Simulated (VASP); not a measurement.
## Co₂N (space group Pnnm): computed properties

These are PBEsol GGA, VASP's PBE PAW potentials (set 64) (plane waves; VASP) values and carry that method's errors.

space group: Pnnm (58)
cell: a = 4.222 Å, b = 4.483 Å, c = 2.794 Å, α = β = γ = 90.00°
volume per atom: 8.81 Å³/atom
band gap (over mesh and band path): none (metal, semimetal or under 0.01 eV)
band gap with spin-orbit coupling: none (metallic)
density: 8.28 g/cm³

```
CELL_PARAMETERS angstrom
      4.22244     0.00000     0.00000
      0.00000     4.48256     0.00000
      0.00000     0.00000     2.79387
ATOMIC_POSITIONS crystal
  Co 0.73171 0.82627 0.50000
  Co 0.26829 0.17373 0.50000
  Co 0.23171 0.67373 0.00000
  Co 0.76829 0.32627 0.00000
  N  0.00000 0.50000 0.50000
  N  0.50000 0.00000 0.00000
```

The structure comes from a computed database's Co2N entry (Pnnm); how it stands against other phases isn't given here. It was relaxed first. Symmetry was kept, so distortions that lower it aren't found. The run is not spin-polarised, so no magnetic state was tried.
